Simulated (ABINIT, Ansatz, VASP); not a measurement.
## Code comparison for BN (F-43m, 2 atoms in the cell)

Self-consistent single point, at a second geometry (lattice scaled by 0.98). First geometry:

```
BN
1.0
    0.00000     1.80750     1.80750
    1.80750     0.00000     1.80750
    1.80750     1.80750     0.00000
B N
1 1
Direct
  0.00000   0.00000   0.00000
  0.25000   0.25000   0.25000
```

Shared settings, as Ansatz (a program for electronic structure) writes them: kpoints.mp_grid.grid = 11 11 11; scf.occupations.method = fermi_dirac; scf.occupations.width = 0.01 eV. Potentials and cutoffs stand in the table.

```csv
code,model,ΔF from the first geometry (meV/atom),pressure (GPa),gap on the mesh (eV),cutoff
ABINIT,"PBE, norm-conserving pseudopotentials (PseudoDojo nc-sr-05 PBE standard)",32.5,28.46,4.719,42 Ha
VASP,"PBE, VASP's PBE PAW potentials (set 64)",–,–,4.605,400 eV
Ansatz,"PBE, default PAW files",33.3,27.83,4.645,default
```

For Ansatz (by 1.1 GPa) the energy change implies a higher mean pressure, against the two pressures, than for the other programs: a sign of finite-basis (Pulay) stress.

A dash marks a value that a program does not give, or that is left out as unsure.

Gaps are read on the mesh.

The spread over the programs that give each value: ΔF from the first geometry within 0.8 meV/atom; pressure within 0.63 GPa; gap on the mesh within 0.114 eV.

Ansatz's pressure is given at a fixed set of plane waves, as the other plane-wave codes print theirs; with its correction for the finite basis it is 28.91 GPa (the shift of 1.08 GPa shows how far the cutoff is from converged).

VASP's run is marked for a possible Pulay error in its stress at this cutoff; no cutoff test was made.

The starting cell has typed, rounded lattice constants, without a prior relaxation at this level. For this run, on top of that: lattice scaled by 0.98.

Left out of this page: Quantum ESPRESSO, GPAW, CP2K, Elk, FLEUR and SIESTA (not drawn, or without a comparable value).

Keys are those of Ansatz 0.2.
